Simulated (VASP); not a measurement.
All values below come from r2SCAN meta-GGA, VASP's PBE PAW potentials (set 64) (plane waves; VASP).

VASP ran on this input.

POSCAR:
```
As
1
    3.4522498583    -1.8185971188    -0.0333067048
    3.4522498583     1.8185971188    -0.0333067048
    2.5232753382     0.0000000000     2.9764926444
As
2
Direct
  0.2334162154   0.2334162154   0.2334162167
  0.7665837846   0.7665837846   0.7665837833
```

### INCAR
```
! general
SYSTEM =As
PREC   =Accurate
ENCUT  =500
LREAL  =.FALSE.
LASPH  =.TRUE.

! electronic loop
EDIFF  =1E-6
NELM   =100
ALGO   =Normal
LMAXMIX=4
LMIXTAU=.TRUE.

! smearing
ISMEAR =1
SIGMA  =0.1

! functional
METAGGA=R2SCAN

! ions
IBRION =2
NSW    =40
ISIF   =3
EDIFFG =-0.02
PSTRESS=100

! output
LWAVE  =.FALSE.
LCHARG =.FALSE.
```

File KPOINTS:
```
Automatic
0
G
12 12 12
```

POTCAR, in this order: As (PBE.64 set). Program: vasp_std.

Output of the run:

**OSZICAR**
```
...
DAV:   1     0.966520898359E+01    0.96652E+01   -0.45602E+03  3402   0.947E+02
DAV:   2    -0.295680004647E+02   -0.39233E+02   -0.38086E+02  5202   0.129E+02
DAV:   3    -0.307050985334E+02   -0.11371E+01   -0.11324E+01  3937   0.264E+01
DAV:   4    -0.307100715275E+02   -0.49730E-02   -0.49716E-02  4342   0.182E+00
DAV:   5    -0.307100810456E+02   -0.95181E-05   -0.95175E-05  3921   0.717E-02    0.410E+00
DAV:   6    -0.291048497878E+02    0.16052E+01   -0.28898E-01  3444   0.483E+00    0.266E+00
DAV:   7    -0.291992023890E+02   -0.94353E-01   -0.13859E-01  3417   0.452E+00    0.522E-01
DAV:   8    -0.291821498685E+02    0.17053E-01   -0.14274E-01  3405   0.380E+00    0.157E-01
DAV:   9    -0.291858736717E+02   -0.37238E-02   -0.15606E-03  4192   0.385E-01    0.133E-01
DAV:  10    -0.291856631088E+02    0.21056E-03   -0.40068E-04  3700   0.178E-01    0.123E-01
DAV:  11    -0.291930860319E+02   -0.74229E-02   -0.46255E-03  3742   0.648E-01    0.368E-02
DAV:  12    -0.291931899187E+02   -0.10389E-03   -0.88670E-05  3758   0.934E-02    0.324E-02
DAV:  13    -0.291931699963E+02    0.19922E-04   -0.93006E-06  3565   0.328E-02    0.220E-02
DAV:  14    -0.291932157060E+02   -0.45710E-04   -0.28047E-05  3445   0.554E-02    0.106E-02
DAV:  15    -0.291932240220E+02   -0.83160E-05   -0.43273E-06  3636   0.223E-02    0.365E-03
DAV:  16    -0.291932238983E+02    0.12368E-06   -0.33627E-07  1734   0.578E-03
   1 F= -.26841423E+02 E0= -.26841412E+02  d E =-.268414E+02
       N       E                     dE             d eps       ncg     rms          rms(c)
DAV:   1    -0.292275695580E+02   -0.34346E-01   -0.24897E-01  3506   0.316E+00    0.282E-01
DAV:   2    -0.292266891727E+02    0.88039E-03   -0.62131E-03  3728   0.612E-01    0.161E-01
DAV:   3    -0.292266111428E+02    0.78030E-04   -0.25195E-03  3955   0.422E-01    0.413E-02
DAV:   4    -0.292267895528E+02   -0.17841E-03   -0.26126E-04  3657   0.154E-01    0.363E-02
DAV:   5    -0.292267495163E+02    0.40037E-04   -0.83811E-05  3454   0.874E-02    0.167E-02
DAV:   6    -0.292267879812E+02   -0.38465E-04   -0.67540E-05  3417   0.780E-02    0.285E-03
DAV:   7    -0.292268022724E+02   -0.14291E-04   -0.10070E-05  3437   0.317E-02    0.257E-03
DAV:   8    -0.292268021913E+02    0.81174E-07   -0.11122E-06  1988   0.122E-02
   2 F= -.26849685E+02 E0= -.26849620E+02  d E =-.826142E-02
       N       E                     dE             d eps       ncg     rms          rms(c)
DAV:   1    -0.292474097441E+02   -0.20607E-01   -0.13319E-01  3502   0.231E+00    0.205E-01
DAV:   2    -0.292469424155E+02    0.46733E-03   -0.32997E-03  3734   0.445E-01    0.116E-01
DAV:   3    -0.292469002122E+02    0.42203E-04   -0.13356E-03  3938   0.304E-01    0.286E-02
DAV:   4    -0.292469862178E+02   -0.86006E-04   -0.15732E-04  3671   0.117E-01    0.251E-02
DAV:   5    -0.292469720351E+02    0.14183E-04   -0.51112E-05  3450   0.673E-02    0.116E-02
DAV:   6    -0.292469896843E+02   -0.17649E-04   -0.33078E-05  3420   0.541E-02    0.199E-03
DAV:   7    -0.292469974410E+02   -0.77567E-05   -0.55117E-06  3433   0.237E-02    0.186E-03
DAV:   8    -0.292469975780E+02   -0.13709E-06   -0.59957E-07  1774   0.892E-03
   3 F= -.26851578E+02 E0= -.26851654E+02  d E =-.101550E-01
       N       E                     dE             d eps       ncg     rms          rms(c)
DAV:   1    -0.292162915540E+02    0.30706E-01   -0.27180E-01  3545   0.334E+00    0.342E-01
DAV:   2    -0.292142560258E+02    0.20355E-02   -0.80075E-03  3743   0.688E-01    0.200E-01
DAV:   3    -0.292139135270E+02    0.34250E-03   -0.42522E-03  3953   0.514E-01    0.497E-02
DAV:   4    -0.292141071168E+02   -0.19359E-03   -0.41446E-04  3546   0.189E-01    0.393E-02
DAV:   5    -0.292140649373E+02    0.42179E-04   -0.15215E-04  3477   0.122E-01    0.157E-02
DAV:   6    -0.292141415340E+02   -0.76597E-04   -0.79673E-05  3418   0.877E-02    0.388E-03
DAV:   7    -0.292141542708E+02   -0.12737E-04   -0.10412E-05  3488   0.359E-02    0.381E-03
DAV:   8    -0.292141546759E+02   -0.40513E-06   -0.65491E-07  1829   0.878E-03
   4 F= -.26852432E+02 E0= -.26852439E+02  d E =-.853344E-03
       N       E                     dE             d eps       ncg     rms          rms(c)
DAV:   1    -0.292305693280E+02   -0.16415E-01   -0.52022E-02  3541   0.144E+00    0.149E-01
DAV:   2    -0.292301377034E+02    0.43162E-03   -0.15708E-03  3741   0.305E-01    0.875E-02
DAV:   3    -0.292300526195E+02    0.85084E-04   -0.85700E-04  3958   0.229E-01    0.212E-02
DAV:   4    -0.292300851246E+02   -0.32505E-04   -0.87560E-05  3566   0.871E-02    0.167E-02
DAV:   5    -0.292300738094E+02    0.11315E-04   -0.35481E-05  3483   0.588E-02    0.701E-03
DAV:   6    -0.292300894242E+02   -0.15615E-04   -0.17428E-05  3408   0.405E-02    0.166E-03
DAV:   7    -0.292300920843E+02   -0.26602E-05   -0.21060E-06  2769   0.158E-02    0.165E-03
DAV:   8    -0.292300921524E+02   -0.68075E-07   -0.82634E-08  1706   0.293E-03
   5 F= -.26853677E+02 E0= -.26853695E+02  d E =-.209908E-02
       N       E                     dE             d eps       ncg     rms          rms(c)
DAV:   1    -0.292163521991E+02    0.13740E-01   -0.33039E-02  3580   0.117E+00    0.105E-01
DAV:   2    -0.292162791555E+02    0.73044E-04   -0.11104E-03  3715   0.274E-01    0.738E-02
DAV:   3    -0.292161771731E+02    0.10198E-03   -0.25935E-04  3503   0.141E-01    0.188E-02
DAV:   4    -0.292162177470E+02   -0.40574E-04   -0.25688E-05  3952   0.455E-02    0.176E-02
DAV:   5    -0.292162159184E+02    0.18286E-05   -0.39770E-06  3461   0.190E-02    0.757E-03
DAV:   6    -0.292162208007E+02   -0.48823E-05   -0.30385E-06  3380   0.185E-02    0.963E-04
DAV:   7    -0.292162213095E+02   -0.50876E-06   -0.77020E-07  1717   0.114E-02
   6 F= -.26854500E+02 E0= -.26854529E+02  d E =-.822478E-03
       N       E                     dE             d eps       ncg     rms          rms(c)
DAV:   1    -0.292143147577E+02    0.19060E-02   -0.57211E-04  3579   0.154E-01    0.136E-02
DAV:   2    -0.292143138620E+02    0.89569E-06   -0.19715E-05  3736   0.373E-02    0.955E-03
DAV:   3    -0.292143124546E+02    0.14074E-05   -0.45376E-06  3477   0.195E-02    0.240E-03
DAV:   4    -0.292143133942E+02   -0.93962E-06   -0.53141E-07  1716   0.751E-03
   7 F= -.26854512E+02 E0= -.26854543E+02  d E =-.834832E-03
       N       E                     dE             d eps       ncg     rms          rms(c)
DAV:   1    -0.292164222258E+02   -0.21098E-02   -0.12806E-02  3504   0.737E-01    0.278E-02
DAV:   2    -0.292164958223E+02   -0.73597E-04   -0.44700E-04  3788   0.169E-01    0.226E-02
DAV:   3    -0.292164940397E+02    0.17826E-05   -0.15952E-06  4254   0.136E-02    0.124E-02
DAV:   4    -0.292164927664E+02    0.12734E-05   -0.16983E-06  2204   0.135E-02    0.159E-03
DAV:   5    -0.292164930037E+02   -0.23729E-06   -0.22271E-07  1709   0.439E-03
   8 F= -.26854706E+02 E0= -.26854736E+02  d E =-.193853E-03
       N       E                     dE             d eps       ncg     rms          rms(c)
DAV:   1    -0.292165321097E+02   -0.39343E-04   -0.53482E-06  3502   0.152E-02    0.662E-04
DAV:   2    -0.292165321721E+02   -0.62412E-07   -0.26566E-07  1705   0.457E-03
   9 F= -.26854706E+02 E0= -.26854736E+02  d E =-.193950E-03
       N       E                     dE             d eps       ncg     rms          rms(c)
DAV:   1    -0.292136036257E+02    0.29285E-02   -0.47315E-03  3488   0.415E-01    0.319E-02
DAV:   2    -0.292135929848E+02    0.10641E-04   -0.15367E-04  3539   0.101E-01    0.197E-02
DAV:   3    -0.292135903319E+02    0.26529E-05   -0.37699E-05  3947   0.482E-02    0.467E-03
DAV:   4    -0.292135923429E+02   -0.20110E-05   -0.29491E-06  3468   0.155E-02    0.400E-03
DAV:   5    -0.292135921667E+02    0.17619E-06   -0.12525E-06  1799   0.110E-02
  10 F= -.26854794E+02 E0= -.26854816E+02  d E =-.874982E-04
```

**OUTCAR**
```
------------------------ aborting loop because EDIFF is reached ----------------------------------------
  FORCE on cell =-STRESS in cart. coord.  units (eV):
  Direction    XX          YY          ZZ          XY          YZ          ZX
  --------------------------------------------------------------------------------------
  Total        2.3326090      2.3681789      2.3647892      0.0000000      0.0000000     -0.0109799
  in kB       98.8897104    100.3976766    100.2539730      0.0000000      0.0000000     -0.4654885
  external PRESSURE =      -0.1528800 kB  Pullay stress =     100.0000000 kB
  volume of cell :       37.79
      direct lattice vectors                 reciprocal lattice vectors
     3.370896723 -1.846791600 -0.075452575     0.145673219 -0.270739806 -0.118625813
     3.370896723  1.846791600 -0.075452575     0.145673219  0.270739806 -0.118625813
     2.427519566  0.000000000  2.981008764     0.007374295  0.000000000  0.329451817
 POSITION                                       TOTAL-FORCE (eV/Angst)
 -----------------------------------------------------------------------------------
      2.13757      0.00000      0.65976        -0.004274     -0.000000     -0.001319
      7.03174      0.00000      2.17034         0.004274      0.000000      0.001319
 -----------------------------------------------------------------------------------
    total drift:                               -0.000000      0.000000      0.000000
  FREE ENERGIE OF THE ION-ELECTRON SYSTEM (eV)
  ---------------------------------------------------
  free  energy   TOTEN  =       -29.2135921667 eV

  energy  without entropy=      -29.2136599295  energy(sigma->0) =      -29.21361475
  enthalpy is  TOTEN    =       -26.8547936634 eV   P V=        2.3587985033

 reached required accuracy - stopping structural energy minimisation
```
(Selected blocks of OUTCAR.)

### CONTCAR
```
As
   1.00000000000000
     3.3708967226297517   -1.8467916002429425   -0.0754525750382320
     3.3708967226297517    1.8467916002429425   -0.0754525750382320
     2.4275195656427884    0.0000000000000000    2.9810087638880329
  As
     2
Direct
     0.2331226077550426    0.2331226077550426    0.2331226090626353
     0.7668773922449575    0.7668773922449575    0.7668773909373650
```

File OUTCAR:
```
 val. band max:        6.8991477303   @ k =  -0.4167   0.5000   0.4167

 cond. band min:       6.9739533122   @ k =   0.4167   0.4167   0.4167


 Fermi energy:         6.9092419400

 k-point     1 :       0.0000    0.0000    0.0000
  band No.  band energies     occupation
      1      -9.9416      2.00000
      2       1.8569      2.00000
      3       4.0249      2.00000
      4       4.2577      2.00000
      5       4.2577      2.00000
      6       9.4515      0.00000
      7      10.4109      0.00000
      8      10.4109      0.00000
      9      13.4050      0.00000

 k-point     2 :       0.0833   -0.0000    0.0000
  band No.  band energies     occupation
      1      -9.8342      2.00000
      2       1.1561      2.00000
      3       4.0455      2.00000
      4       4.2215      2.00000
      5       4.6273      2.00000
      6       9.4644      0.00000
      7      10.1580      0.00000
      8      10.1978      0.00000
      9      12.9896      0.00000

 k-point     3 :       0.1667   -0.0000    0.0000
  band No.  band energies     occupation
      1      -9.5130      2.00000
      2      -0.2322      2.00000
      3       4.0178      2.00000
      4       4.1347      2.00000
      5       5.2080      2.00000
      6       9.1870      0.00000
      7       9.4676      0.00000
      8       9.6297      0.00000
      9      12.7782      0.00000

 k-point     4 :       0.2500    0.0000    0.0000
  band No.  band energies     occupation
      1      -8.9819      2.00000
      2      -1.7806      2.00000
      3       4.0199      2.00000
      4       4.0428      2.00000
      5       5.6284      2.00000
      6       8.4891     -0.00000
      7       8.6419     -0.00000
      8       8.8406     -0.00000
      9      13.4752      0.00000

 k-point     5 :       0.3333   -0.0000    0.0000
  band No.  band energies     occupation
      1      -8.2493      2.00000
      2      -3.3115      2.00000
      3       3.9806      2.00000
...
```

The compound is As in the a7 structure. This run relaxes it under an external pressure of 10 GPa. Symmetry was kept, so distortions that lower it aren't found.
